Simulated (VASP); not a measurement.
Write the native input for VASP 6.6.1 that does the following.

| Quantity | Value |
| --- | --- |
| Task | relaxation of the atoms |
| Functional | PBE |
| Potentials or basis | VASP PAW PBE potentials, release 64 (Hg, Te) |
| Cutoff | 300 eV |
| k mesh | 5 × 5 × 5 |
| Occupations | gaussian, width 0.03 eV |
| Spin | no spin polarisation |
| Further INCAR settings | ALGO = Normal; EDIFF = 1e-07; IBRION = 2; EDIFFG = -0.01; NSW = 40 |

The structure of HgTe (Coloradoite) lies in POSCAR:

```
HgTe                                    
1.0
    0.0000000000      3.3004604420      3.3004604420
    3.3004604420     -0.0000000000      3.3004604420
    3.3004604420      3.3004604420     -0.0000000000
  Hg              Te            
     1     1
Direct
     1.0000000000000000    1.0000000000000000    1.0000000000000000
     0.2500000000000000    0.2500000000000000    0.2500000000000000
```

The cell isn't the ideal one: a relaxed cell with its volume scaled by 0.98.

One way to write it, as run:

INCAR

```
ALGO = Normal
EDIFF = 1E-7
EDIFFG = -0.01
ENCUT = 300
GGA = PE
IBRION = 2
ISIF = 2
ISMEAR = 0
LASPH = True
LCHARG = False
LREAL = False
LWAVE = False
NELM = 80
NSW = 40
PREC = Accurate
SIGMA = 0.03
```

KPOINTS

```
k-points
0
Gamma
  5 5 5
```

Potentials or basis: VASP PAW PBE potentials, release 64 (Hg, Te).

Run with:

```bash
$ cat potpaw_PBE.64/Hg/POTCAR potpaw_PBE.64/Te/POTCAR > POTCAR
$ mpirun -np 1 vasp_std > vasp.out
```

It gave:

* Pressure after relaxing: 0.8 GPa
* Band gap on the k mesh: none (metal or under the smearing width)

Caveat: the relaxation stopped at its first step, so nothing moved.

It took 13 s on 1 thread of Intel(R) Xeon(R) Platinum 8375C CPU @ 2.90GHz (Ice Lake), with other jobs on the host, peak memory 0.14 GiB.
